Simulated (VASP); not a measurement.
Calculation: AM05 GGA, VASP's PBE PAW potentials (set 64) (plane waves; VASP).

A VASP calculation is set up with these files.

File POSCAR:
```
ZrB2
1
    1.5601676931    -2.7022901701     0.0000000000
    1.5601676931     2.7022901701     0.0000000000
    0.0000000000     0.0000000000     3.4704757036
Zr B
1 2
Direct
  0.0000000000   0.0000000000   0.0000000000
  0.3333330000   0.6666670000   0.5000000000
  0.6666670000   0.3333330000   0.5000000000
```

**KPOINTS**
```
Automatic mesh
0
Gamma
11 11 9
0 0 0
```

**INCAR**
```
! general
SYSTEM  = ZrB2
PREC    = Accurate
ENCUT   = 520
LREAL   = F
LASPH   = T   ! aspherical one-centre terms

! electronic loop
EDIFF   = 1E-7   ! SCF stop (eV)
NELM    = 100   ! most electronic steps
ALGO    = Normal
LMAXMIX = 4   ! l cut-off of mixed one-centre charges

! smearing
ISMEAR  = 1   ! Methfessel-Paxton
SIGMA   = 0.1

! functional
GGA     = AM

! ions
IBRION  = 2   ! conjugate gradients
NSW     = 30   ! most ionic steps
ISIF    = 4
EDIFFG  = -0.01

! output
LWAVE   = F
LCHARG  = F
```

POTCAR, in this order: Zr_sv B (PBE.64 set). Program: vasp_std.

Output of the run:

### OSZICAR
```
       N       E                     dE             d eps       ncg     rms          rms(c)
DAV:   1     0.111197365504E+03    0.11120E+03   -0.10012E+04  2080   0.139E+03
DAV:   2    -0.233329018121E+02   -0.13453E+03   -0.13035E+03  2488   0.340E+02
DAV:   3    -0.284924652321E+02   -0.51596E+01   -0.51101E+01  3335   0.587E+01
DAV:   4    -0.285988817272E+02   -0.10642E+00   -0.10640E+00  2602   0.787E+00
DAV:   5    -0.286014958860E+02   -0.26142E-02   -0.26141E-02  3212   0.928E-01    0.248E+01
DAV:   6    -0.261288105321E+02    0.24727E+01   -0.67977E+00  2528   0.195E+01    0.105E+01
DAV:   7    -0.260770410099E+02    0.51770E-01   -0.91005E-01  3208   0.643E+00    0.343E+00
DAV:   8    -0.260756707052E+02    0.13703E-02   -0.11830E-01  2445   0.327E+00    0.803E-01
DAV:   9    -0.260721499893E+02    0.35207E-02   -0.19622E-02  2534   0.121E+00    0.142E-01
DAV:  10    -0.260720853024E+02    0.64687E-04   -0.88993E-04  2668   0.288E-01    0.423E-02
DAV:  11    -0.260720936343E+02   -0.83318E-05   -0.28323E-05  2823   0.598E-02    0.155E-02
DAV:  12    -0.260720936895E+02   -0.55231E-07   -0.23125E-06  2664   0.167E-02    0.384E-03
DAV:  13    -0.260720938043E+02   -0.11479E-06   -0.66469E-07  2605   0.700E-03    0.144E-03
DAV:  14    -0.260720937385E+02    0.65761E-07   -0.49912E-08  1350   0.241E-03
   1 F= -.26072094E+02 E0= -.26072094E+02  d E =-.260721E+02
       N       E                     dE             d eps       ncg     rms          rms(c)
DAV:   1    -0.260735234126E+02   -0.14296E-02   -0.74634E-02  2225   0.276E+00    0.195E-01
DAV:   2    -0.260727874914E+02    0.73592E-03   -0.16692E-03  2360   0.357E-01    0.108E-01
DAV:   3    -0.260724938500E+02    0.29364E-03   -0.77782E-04  2405   0.254E-01    0.237E-02
DAV:   4    -0.260724929662E+02    0.88378E-06   -0.16150E-05  2291   0.368E-02    0.963E-03
DAV:   5    -0.260724929316E+02    0.34651E-07   -0.67319E-07  2689   0.842E-03
   2 F= -.26072493E+02 E0= -.26072485E+02  d E =-.399193E-03
```

OUTCAR:
```
------------------------ aborting loop because EDIFF is reached ----------------------------------------
  FORCE on cell =-STRESS in cart. coord.  units (eV):
  Direction    XX          YY          ZZ          XY          YZ          ZX
  --------------------------------------------------------------------------------------
  Total        1.4539350      1.4539355      1.4977818      0.0000000      0.0000000     -0.0000000
  in kB       79.6037071     79.6037354     82.0043450      0.0000000      0.0000000     -0.0000000
  external PRESSURE =      80.4039292 kB  Pullay stress =       0.0000000 kB
  volume of cell :       29.26
      direct lattice vectors                 reciprocal lattice vectors
     1.562640510 -2.706573238  0.000000000     0.319971226 -0.184735441 -0.000000000
     1.562640510  2.706573238  0.000000000     0.319971226  0.184735441 -0.000000000
     0.000000000  0.000000000  3.459500584    -0.000000000  0.000000000  0.289059064
 POSITION                                       TOTAL-FORCE (eV/Angst)
 -----------------------------------------------------------------------------------
      1.56264     -2.70657      0.00000        -0.000000      0.000000     -0.000000
      1.56264      0.90219      1.72975        -0.000000     -0.000000     -0.000000
      1.56264     -0.90219      1.72975         0.000000      0.000000      0.000000
 -----------------------------------------------------------------------------------
    total drift:                                0.000000     -0.000000     -0.000000
  FREE ENERGIE OF THE ION-ELECTRON SYSTEM (eV)
  ---------------------------------------------------
  free  energy   TOTEN  =       -26.0724929316 eV

  energy  without entropy=      -26.0724700735  energy(sigma->0) =      -26.07248531

 reached required accuracy - stopping structural energy minimisation
```
(Selected blocks of OUTCAR.)

CONTCAR:
```
ZrB2
   1.00000000000000
     1.5626405098572205   -2.7065732382845260    0.0000000000000000
     1.5626405098572205    2.7065732382845260    0.0000000000000000
     0.0000000000000000    0.0000000000000000    3.4595005837698189
  Zr              B
     1     2
Direct
     1.0000000000000000    0.0000000000000000    0.0000000000000000
     0.3333330000000032    0.6666669999999968    0.5000000000000000
     0.6666669999999968    0.3333330000000032    0.5000000000000000
```

### OUTCAR
```
 val. band max:       10.8216798610   @ k =   0.0000   0.0000   0.2222

 cond. band min:      10.9531686536   @ k =   0.2727   0.1818   0.0000


 Fermi energy:        10.9312491513

 k-point     1 :       0.0000    0.0000    0.0000
  band No.  band energies     occupation
      1     -37.3095      2.00000
      2     -15.5828      2.00000
      3     -14.9527      2.00000
      4     -14.9527      2.00000
      5      -1.9211      2.00000
      6       8.2218      2.00000
      7       8.2219      2.00000
      8       8.2469      2.00000
      9       8.7457      2.00000
     10      14.6128      0.00000
     11      14.6129      0.00000
     12      15.5166      0.00000
     13      15.5167      0.00000

 k-point     2 :       0.0909    0.0000    0.0000
  band No.  band energies     occupation
      1     -37.2983      2.00000
      2     -15.5665      2.00000
      3     -15.0481      2.00000
      4     -14.9732      2.00000
      5      -1.7468      2.00000
      6       7.7501      2.00000
      7       8.2365      2.00000
      8       8.4099      2.00000
      9       8.5363      2.00000
     10      14.4706      0.00000
     11      14.5009      0.00000
     12      14.8493      0.00000
     13      14.8955      0.00000

 k-point     3 :       0.1818    0.0000    0.0000
  band No.  band energies     occupation
      1     -37.2683      2.00000
      2     -15.5224      2.00000
      3     -15.2967      2.00000
      4     -15.0276      2.00000
      5      -1.2516      2.00000
      6       6.6664      2.00000
      7       8.0622      2.00000
      8       8.2313      2.00000
      9       8.7456      2.00000
     10      13.4479      0.00000
     11      14.2198      0.00000
     12      14.5048      0.00000
     13      15.2030      0.00000

 k-point     4 :       0.2727    0.0000    0.0000
  band No.  band energies     occupation
      1     -37.2286      2.00000
      2     -15.6075      2.00000
      3     -15.4640      2.00000
...
```

The compound is ZrB2 in the AlB2 type structure. This cell is one point of a volume scan, at 0.97 of the reference volume. Symmetry was kept, so distortions that lower it aren't found.
